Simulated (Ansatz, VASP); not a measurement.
# Two plane-wave programs on Ta4O

The input INCAR:

```
ALGO = Normal
EDIFF = 1E-7
ENCUT = 520
GGA = PS
ISIF = 2
ISMEAR = -1
LASPH = True
LCHARG = True
LELF = True
LREAL = False
LVHAR = True
LWAVE = False
NBANDS = 33
NELM = 100
PREC = Accurate
SIGMA = 0.05
```

Contents of KPOINTS:

```
k-points
0
Gamma
  8 8 4
```

File POSCAR:

```
Ta4O
1.0
    3.2574970000      0.0000000000      0.0000000000
    0.0000000000      3.2574970000      0.0000000000
    0.0000000000      0.0000000000      7.4093410000
Ta O
4 1
Direct
    0.0000000000      0.0000000000      0.0000000000
    0.5000000000      0.5000000000      0.2168420000
    0.5000000000      0.5000000000      0.7831580000
    0.0000000000      0.0000000000      0.5000000000
    0.5000000000      0.5000000000      0.5000000000
```

The input input.yaml:

```yaml
crystal:
  lattice:
    - [3.257497, 0.0, 0.0]
    - [0.0, 3.257497, 0.0]
    - [0.0, 0.0, 7.409341]
  atoms:
    - { symbol: Ta, position: [0.0, 0.0, 0.0] }
    - { symbol: Ta, position: [0.5, 0.5, 0.216842] }
    - { symbol: Ta, position: [0.5, 0.5, 0.783158] }
    - { symbol: Ta, position: [0.0, 0.0, 0.5] }
    - { symbol: O, position: [0.5, 0.5, 0.5] }
hamiltonian:
  xc: pbesol
  pseudopotentials: { kind: paw }
kpoints:
  mp_grid: { grid: [8, 8, 4] }
  band_path:
    path:
      - [[0.0, 0.0, 0.0], [0.0, 0.5, 0.0], [0.5, 0.5, 0.0], [0.0, 0.0, 0.0], [0.0, 0.0, 0.5], [0.0, 0.5, 0.5], [0.5, 0.5, 0.5], [0.0, 0.0, 0.5]]
      - [[0.0, 0.5, 0.0], [0.0, 0.5, 0.5]]
      - [[0.5, 0.5, 0.0], [0.5, 0.5, 0.5]]
    npoints: 14
scf:
  occupations: { method: fermi_dirac, width: 0.05 }
  n_extra_bands: 12
output:
  forces: true
  stress: true
  eigenvalues: true
  fatbands: true
  write_density: true
  write_potential: true
  elf: true
  volumetric_format: npy
```

The cell comes from a database or a generator and needn't be the stable form of this composition.

Alike in both runs: functional PBEsol; k mesh 8 × 8 × 4; occupations fermi-dirac, width 0.05 eV; no spin polarisation.

|  | VASP | Ansatz |
| --- | --- | --- |
| version | VASP 6.6.1 | Ansatz 0.2.0 |
| potentials or method | VASP PAW PBE potentials, release 64 (Ta_pv, O) | Ansatz PAW |
| plane-wave cutoff (eV) | 520 | 420 |
| valence electrons in the cell | 50 | 58 |
| task | single point | band structure |

```csv
,VASP,Ansatz,Ansatz less VASP
gap on the k mesh at the Fermi level (eV),none,none,-
pressure (GPa),-7.8,-8.1,-0.28
largest component of the traceless stress (GPa),0.28,0.41,+0.130
rms of the force components (eV/Å),0.004,0.008,+0.0044
```

Atom by atom the forces differ by 0.013 eV/Å (rms over components). A gap of «none» marks a metal or a gap that the smearing closes. The functional is the same, so the differences come from potentials, cutoffs and numerics. The two sets of potentials don't hold the same shells in valence.

Caveats: the PAW data sets were made with another functional, which shifts forces and pressure a little (VASP); spin-orbit coupling is left out, which moves the levels of the heavy elements (Ansatz); the PAW data sets come from PBE, with cores solved anew for the run's functional, which leaves a small shift of forces and pressure (Ansatz). The runs have no spin-orbit coupling, so splittings on Ta are missing.
